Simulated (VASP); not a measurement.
# BaY (P4/mmm) in VASP: single point with LDA

Aim: the single point of BaY with LDA.

Program: VASP 6.6.1. These are calculated values, not measurements. Logs are shortened: lines on timing, memory, paths and dates and some standing lists are left out, and cuts for length are marked.

### Step 1. The cell of the first run

It takes space group P4/mmm (No. 123, tetragonal). Conventional cell: a = 3.904 Å, b = 3.904 Å, c = 5.856 Å, α = 90.00°, β = 90.00°, γ = 90.00°. Around Ba (site symmetry 4/mmm) lie 4 Ba at 3.90 Å and 8 Y at 4.02 Å. Y (site symmetry 4/mmm) has 4 Y at 3.90 Å and 8 Ba at 4.02 Å as nearest neighbours.

The cell comes from a database or a generator and needn't be the stable form of this composition.

### Step 2. Single point, LDA (functional lda, volume scaled by 1.04)

File INCAR:

```
PREC     = Accurate       # precision mode
ENCUT    = 520            # plane-wave cutoff, eV
EDIFF    = 1E-6           # SCF threshold, eV
ISMEAR   = -1             # smearing method
SIGMA    = 0.03           # smearing width, eV
LREAL    = F              # projectors in reciprocal space
LASPH    = T              # aspherical terms in the spheres
NELM     = 100            # most SCF steps
ALGO     = Fast           # electronic algorithm
ISIF     = 2              # what is computed and relaxed
LWAVE    = F              # write WAVECAR
LCHARG   = F              # write CHGCAR
GGA      = CA             # functional
NBANDS   = 18             # bands
```

File KPOINTS:

```
regular mesh
0
Gamma
  11 11 8
```

File POSCAR:

```
BaY
1.0
    3.9038829515      0.0000000000      0.0000000000
    0.0000000000      3.9038829515      0.0000000000
    0.0000000000      0.0000000000      5.8555097825
Ba Y
1 1
Direct
    0.0000000000      0.0000000000      0.0000000000
    0.5000000000      0.5000000000      0.5000000000
```

Potentials or basis: VASP PAW LDA potentials, release 64 (Ba_sv, Y_sv).

Run with:

```sh
> cat potpaw_LDA.64/Ba_sv/POTCAR potpaw_LDA.64/Y_sv/POTCAR > POTCAR
> mpirun -np 1 vasp_std > vasp.out
```

OUTCAR:

```text
PREC = Accurate
   ENCUT = 520
   EDIFF = 1E-6
   ISMEAR = -1
   LREAL = F
   LASPH = T
   NELM = 100
   ISIF = 2
   GGA = CA

 ion  position               nearest neighbor table
   1  0.000  0.000  0.000-   2 4.02   2 4.02   2 4.02   2 4.02   2 4.02   2 4.02   2 4.02   2 4.02

   2  0.500  0.500  0.500-   1 4.02   1 4.02   1 4.02   1 4.02   1 4.02   1 4.02   1 4.02   1 4.02

  LATTYP: Found a simple tetragonal cell.
 ALAT       =     3.9038829515
 C/A-ratio  =     1.4999194021

  Lattice vectors:

 A1 = (   3.9038829515,   0.0000000000,   0.0000000000)
 A2 = (   0.0000000000,   3.9038829515,   0.0000000000)
 A3 = (   0.0000000000,   0.0000000000,   5.8555097825)

Analysis of symmetry for initial positions (statically):
=====================================================================
 Subroutine PRICEL returns:
 Original cell was already a primitive cell.

 Routine SETGRP: Setting up the symmetry group for a
 simple tetragonal supercell.

 Subroutine GETGRP returns: Found 16 space group operations
 (whereof 16 operations were pure point group operations)
 out of a pool of 16 trial point group operations.

The static configuration has the point symmetry D_4h.

Analysis of symmetry for dynamics (positions and initial velocities):
=====================================================================
 Subroutine PRICEL returns:
 Original cell was already a primitive cell.

 Routine SETGRP: Setting up the symmetry group for a
 simple tetragonal supercell.

 Subroutine GETGRP returns: Found 16 space group operations
 (whereof 16 operations were pure point group operations)
 out of a pool of 16 trial point group operations.

The dynamic configuration has the point symmetry D_4h.

 Subroutine INISYM returns: Found 16 space group operations
 (whereof 16 operations are pure point group operations),
 and found     1 'primitive' translations

----------------------------------------------------------------------------------------

                                     Primitive cell

  volume of cell :      89.2397

  direct lattice vectors                    reciprocal lattice vectors
     3.903882951  0.000000000  0.000000000     0.256155221  0.000000000  0.000000000
     0.000000000  3.903882951  0.000000000     0.000000000  0.256155221  0.000000000
     0.000000000  0.000000000  5.855509783     0.000000000  0.000000000  0.170779324

  length of vectors
     3.903882951  3.903882951  5.855509783     0.256155221  0.256155221  0.170779324

  position of ions in fractional coordinates (direct lattice)
     0.000000000  0.000000000  0.000000000
     0.500000000  0.500000000  0.500000000

  ion indices of the primitive-cell ions
   primitive index   ion index
                 1           1
                 2           2

----------------------------------------------------------------------------------------

 KPOINTS: regular mesh

Automatic generation of k-mesh.
 Grid dimensions read from file:
 generate k-points for:   11   11    8

 Generating k-lattice:

  Cartesian coordinates                     Fractional coordinates (reciprocal lattice)
     0.023286838  0.000000000  0.000000000     0.090909091  0.000000000  0.000000000
     0.000000000  0.023286838  0.000000000     0.000000000  0.090909091  0.000000000
     0.000000000  0.000000000  0.021347415     0.000000000  0.000000000  0.125000000

  Length of vectors
     0.023286838  0.023286838  0.021347415

  Shift w.r.t. Gamma in fractional coordinates (k-lattice)
     0.000000000  0.000000000  0.000000000

 Subroutine IBZKPT returns following result:
 ===========================================

 Found    105 irreducible k-points:

 Following reciprocal coordinates:
            Coordinates               Weight
  0.000000  0.000000  0.000000      1.000000
  0.090909  0.000000  0.000000      4.000000
  0.181818  0.000000  0.000000      4.000000
  0.272727  0.000000  0.000000      4.000000
  0.363636  0.000000  0.000000      4.000000
  0.454545  0.000000  0.000000      4.000000
[... 16 lines left out ...]
  0.090909  0.000000  0.125000      8.000000
  0.181818  0.000000  0.125000      8.000000
 [... further k-points ...]
   k-points           NKPTS =    105   k-points in BZ     NKDIM =    105   number of bands    NBANDS=     18
   number of dos      NEDOS =    301   number of ions     NIONS =      2
   total plane-waves  NPLWV =  43200
   dimension x,y,z NGX =    30 NGY =   30 NGZ =   48
   dimension x,y,z NGXF=    60 NGYF=   60 NGZF=   96
   ions per type =               1   1
   NGX,Y,Z   is equivalent  to a cutoff of  12.78, 12.78, 13.63 a.u.
   NGXF,Y,Z  is equivalent  to a cutoff of  25.55, 25.55, 27.26 a.u.
 SYSTEM =  unknown system
   PREC   = accura    normal or accurate (medium, high low for compatibility)
   ISTART =      0    job   : 0-new  1-cont  2-samecut
   ICHARG =      2    charge: 1-file 2-atom 10-const
   ISPIN  =      1    spin polarized calculation?
   LNONCOLLINEAR =      F non collinear calculations
   LSORBIT =      F    spin-orbit coupling
   LASPH  =      T    aspherical Exc in radial PAW
   ENCUT  =  520.0 eV  38.22 Ry    6.18 a.u.   7.26  7.26 10.89*2*pi/ulx,y,z
   NELM   =    100;   NELMIN=  2; NELMDL= -5     # of ELM steps
   EDIFF  = 0.1E-05   stopping-criterion for ELM
   LREAL  =      F    real-space projection
   EDIFFG = 0.1E-04   stopping-criterion for IOM
   NSW    =      0    number of steps for IOM
   IBRION =     -1    ionic relax: 0-MD 1-quasi-New 2-CG
   NFREE  =      0    steps in history (QN), initial steepest desc. (CG)
   ISIF   =      2    stress and relaxation
   ISYM   =      2    0-nonsym 1-usesym 2-fastsym
   POTIM  = 0.5000    time-step for ionic-motion
   TEBEG  =    0.0;   TEEND  =   0.0 temperature during run
   PSTRESS=    0.0 pullay stress
   NELECT =      21.0000    total number of electrons
   NUPDOWN=      -1.0000    fix difference up-down
   EMIN   =  10.00;   EMAX   =-10.00  energy-range for DOS
   EFERMI =   0.00;   METHOD = LEGACY
   ISMEAR =    -1;   SIGMA  =   0.03  broadening in eV -4-tet -1-fermi 0-gaus
   EFERMI_NEDOS =   21; number of points for ismear=-14 and -15
   IALGO  =     68    algorithm
   IMIX   =      4    mixing-type and parameters
     AMIX     =   0.40;   BMIX     =  1.00
     AMIX_MAG =   1.60;   BMIX_MAG =  1.00
  volume/ion in A,a.u.               =      44.62       301.11
  Fermi-wavevector in a.u.,A,eV,Ry     =   1.010715  1.909973 13.898947  1.021544
  Thomas-Fermi vector in A             =   2.143720
   LORBIT       =      0    0 simple, 1 ext, 2 COOP (PROOUT), +10 PAW based schemes
   GGA     = CA    functional components
   LHFCALC =     F    Hartree Fock is set to
   AEXX    =    0.0000 exact exchange contribution
   IVDW    =     0    specifies the selected vdW correction
   LEPSILON=     F    determine dielectric tensor
   LRPA    =     F    only Hartree local field effects (RPA)
 non-spin polarized calculation
 RMM-DIIS sequential band-by-band and
  energy-cutoff  :      520.00
  volume of cell :       89.24
 maximum number of plane-waves:      2422
 NGX is ok and might be reduce to    30
   NGX = 15   NGY = 15   NGZ = 21

 number of electron      20.9999999 magnetization

 Free energy of the ion-electron system (eV)
  ---------------------------------------------------
  ext. energy  EPLUGINS =         0.00000000
  ---------------------------------------------------
  free energy    TOTEN  =        -8.51065597 eV

  energy without entropy =       -8.49820859  energy(sigma->0) =       -8.50443228

 E-fermi :   2.1565     XC(G=0):  -8.6562

 val. band max:        2.1552638876   @ k =   0.2727   0.0000   0.0000
 cond. band min:       2.1587393552   @ k =   0.3636   0.2727   0.1250
 fundamental gap:      0.0034754676
 Fermi energy:         2.1564544884

 k-point     1 :       0.0000    0.0000    0.0000
  band No.  band energies     occupation
      1     -41.1430      2.00000
      2     -25.9198      2.00000
      3     -21.2511      2.00000
      4     -21.1252      2.00000
      5     -21.1252      2.00000
      6     -11.1755      2.00000
[... 10 lines left out ...]
     17       5.2015      0.00000
     18       8.0553      0.00000

 k-point     2 :       0.0909    0.0000    0.0000
  band No.  band energies     occupation
      1     -41.1424      2.00000
      2     -25.9142      2.00000
      3     -21.2500      2.00000
      4     -21.1352      2.00000
      5     -21.1243      2.00000
      6     -11.1680      2.00000
[... 10 lines left out ...]
     17       5.1896      0.00000
     18       7.5403      0.00000

 k-point     3 :       0.1818    0.0000    0.0000
  band No.  band energies     occupation
      1     -41.1409      2.00000
      2     -25.8991      2.00000
      3     -21.2469      2.00000
      4     -21.1619      2.00000
      5     -21.1221      2.00000
      6     -11.1477      2.00000
[... 10 lines left out ...]
     17       5.3510      0.00000
     18       6.7593      0.00000

 k-point     4 :       0.2727    0.0000    0.0000
  band No.  band energies     occupation
      1     -41.1390      2.00000
      2     -25.8792      2.00000
      3     -21.2429      2.00000
      4     -21.1966      2.00000
      5     -21.1191      2.00000
      6     -11.3048      2.00000
[... 375 lines left out ...]
      4     -21.1252      2.00000
      5     -21.1252      2.00000
      6     -11.1829      2.00000
[... 10 lines left out ...]
     17       5.2107      0.00000
     18       7.2464      0.00000

 k-point    23 :       0.0909    0.0000    0.1250
  band No.  band energies     occupation
      1     -41.1424      2.00000
      2     -25.9144      2.00000
      3     -21.2495      2.00000
      4     -21.1352      2.00000
      5     -21.1243      2.00000
      6     -11.1749      2.00000
[... 10 lines left out ...]
     17       5.0957      0.00000
     18       7.1020      0.00000

 k-point    24 :       0.1818    0.0000    0.1250
  band No.  band energies     occupation
      1     -41.1409      2.00000
      2     -25.8992      2.00000
      3     -21.2466      2.00000
      4     -21.1620      2.00000
      5     -21.1221      2.00000
      6     -11.1533      2.00000
[... 10 lines left out ...]
     17       5.2850      0.00000
     18       6.6294      0.00000

 [... further k-points ...]

------------------------ aborting loop because EDIFF is reached ----------------------------------------

  FORCE on cell =-STRESS in cart. coord.  units (eV):
  Direction    XX          YY          ZZ          XY          YZ          ZX
  --------------------------------------------------------------------------------------
  -------------------------------------------------------------------------------------
  Total       -1.5394243     -1.5394243     -1.6140402      0.0000000      0.0000000      0.0000000
  in kB      -27.6382558    -27.6382558    -28.9778827      0.0000000      0.0000000      0.0000000
  external PRESSURE =     -28.0847981 kB  Pullay stress =       0.0000000 kB

 VOLUME and BASIS-vectors are now :
 -----------------------------------------------------------------------------
  energy-cutoff  :      520.00
  volume of cell :       89.24
      direct lattice vectors                 reciprocal lattice vectors
     3.903882951  0.000000000  0.000000000     0.256155221  0.000000000  0.000000000
     0.000000000  3.903882951  0.000000000     0.000000000  0.256155221  0.000000000
     0.000000000  0.000000000  5.855509783     0.000000000  0.000000000  0.170779324

 POSITION                                       TOTAL-FORCE (eV/Angst)
 -----------------------------------------------------------------------------------
      0.00000      0.00000      0.00000         0.000000      0.000000      0.000000
      1.95194      1.95194      2.92775         0.000000      0.000000      0.000000
 -----------------------------------------------------------------------------------
    total drift:                               -0.000000      0.000000      0.000000

  FREE ENERGIE OF THE ION-ELECTRON SYSTEM (eV)
  ---------------------------------------------------
  free  energy   TOTEN  =        -8.5106559712 eV

  energy  without entropy=       -8.4982085861  energy(sigma->0) =       -8.50443228
```

Run time: 9.2 min. Hardware: 1 thread of Intel Xeon Platinum 8259CL at 2.50GHz (Skylake/Cascade Lake), shared host; peak memory 0.33 GiB.

What came out:

```
Free energy            : -8.5107 eV
Pressure               : -2.8 GPa
Band gap on the k mesh : none (metal or under the smearing width)
```

Spin-orbit coupling is left out, which matters for the levels of Ba.
